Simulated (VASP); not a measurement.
Data:

```
NiSi2
1.0
    3.80870     0.00000     0.00000
   -3.80870     3.80870     0.00000
    0.00000     0.00000    19.42600
Ni Si
4 8
Direct
  0.01396   0.99570   0.46503
  0.99826   0.51202   0.32517
  0.99675   0.00549   0.73845
  0.02988   0.51814   0.60854
  0.49896   0.00716   0.39426
  0.49327   0.49863   0.39734
  0.51194   0.50884   0.25539
  0.50460   0.99920   0.25651
  0.48660   0.98454   0.67343
  0.47609   0.48351   0.67713
  0.50463   0.50736   0.53285
  0.48504   0.97941   0.53726
```

Level of theory: LDA (Ceperley-Alder, Perdew-Zunger), VASP's LDA PAW potentials (set 64) (plane waves; VASP). Settings: 300 eV cut-off, 10×7×1 Γ-centred mesh, Fermi-Dirac smearing of 0.10 eV, potentials Ni Si.

The cell holds a wide vacuum, so values per volume refer to the whole cell.

### Question
The ions are relaxed. Which structure does the run end with?

### Answer

```
NiSi2
1.0
    3.80870     0.00000     0.00000
   -3.80870     3.80870     0.00000
    0.00000     0.00000    19.42600
Ni Si
4 8
Direct
  0.99885   0.00028   0.46634
  0.00401   0.50216   0.33485
  0.99754   0.99681   0.72922
  0.99761   0.49790   0.59945
  0.50107   0.00174   0.39905
  0.50205   0.50034   0.39932
  0.50617   0.50560   0.25963
  0.50140   0.00333   0.25962
  0.49773   0.99700   0.67259
  0.49662   0.49642   0.67263
  0.49955   0.49991   0.53423
  0.49741   0.99851   0.53441
```

### Question
How much energy does the relaxation gain?

### Answer
The energy (σ→0) changes by -47.1 meV/atom, in 13 ionic steps.

The cell is a sheet with vacuum, built from a database entry that may be metastable or hypothetical. The run is not spin-polarised, so no magnetic state was tried.
